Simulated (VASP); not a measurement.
```xyz
3
Lattice="0.0000 3.0290 3.0290 3.0290 0.0000 3.0290 3.0290 3.0290 0.0000" Properties=species:S:1:pos:R:3 pbc="T T T"
Al     1.5145     1.5145     1.5145
Al     4.5435     4.5435     4.5435
Pt     0.0000     0.0000     0.0000
```

These are optB88-vdW, VASP's PBE PAW potentials (set 64) (plane waves; VASP 6.6.1) values and carry that method's errors. Run with 520 eV cut-off, 9×9×9 Γ-centred mesh, first-order Methfessel-Paxton smearing of 0.10 eV, potentials Al Pt.

Unless said otherwise, spin-orbit coupling is left out, though it shifts the bands of the heavy elements here.

**Question.** Estimate the energy per atom (σ→0), pressure, band gap (on the k-mesh) with the smallest direct gap where there is one.

**Answer.** 
```
Quantity                                                     Value
------------------------  ----------------------------------------
band gap (on the k-mesh)  none (metal, semimetal or under 0.01 eV)
energy per atom (σ→0)                               -3.604 eV/atom
pressure                                                 -6.72 GPa
```

Total energies compare only between runs with the same potentials, cut-off and functional.

The compound is PtAl2 in the fluorite structure. This cell is one point of a volume scan, at 1.06 of the reference volume.
